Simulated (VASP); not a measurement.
All values below come from PBE GGA, VASP's PBE PAW potentials (set 64) (plane waves; VASP).

Input for VASP

### INCAR
```
! general
SYSTEM   =  Se
PREC     =  Accurate
ENCUT    =  480   ! plane-wave cut-off (eV)
LREAL    =  .FALSE.   ! projection in real space or not
LASPH    =  .TRUE.

! electronic loop
EDIFF    =  1E-7
NELM     =  100   ! most electronic steps
ALGO     =  Normal
LMAXMIX  =  4   ! l cut-off of mixed one-centre charges

! smearing
ISMEAR   =  0   ! Gaussian
SIGMA    =  0.05

! functional
GGA      =  PE

! ions
ISIF     =  2   ! forces and stress, cell fixed

! output
LWAVE    =  .FALSE.
LCHARG   =  .FALSE.
```

File POSCAR:
```
Se
1
    2.2384950254    -3.8771871008     0.0000000000
    2.2384950254     3.8771871008     0.0000000000
    0.0000000000     0.0000000000     5.0540670273
Se
3
Direct
  0.0000000000   0.2215888539   0.6666670000
  0.7784111461   0.7784111461   0.0000000000
  0.2215888539   0.0000000000   0.3333330000
```

KPOINTS:
```
kpoints
0
G
  6 6 4
0 0 0
```

POTCAR, in this order: Se (PBE.64 set). Program: vasp_std.

Question: What will the output report for the number of irreducible k-points (NKPTS), number of bands (NBANDS), largest plane-wave count, number of space-group operations, FFT grid (NGX, NGY, NGZ)?

Answer: 
```json
{
  "number of irreducible k-points (NKPTS)": "24",
  "number of bands (NBANDS)": "13",
  "largest_plane_wave_count": "2116",
  "number_of_space_group_operations": "6",
  "FFT grid (NGX, NGY, NGZ)": "32 × 32 × 36"
}
```

The compound is Se in the trig structure. It was relaxed first, which changed the volume by +7 %.
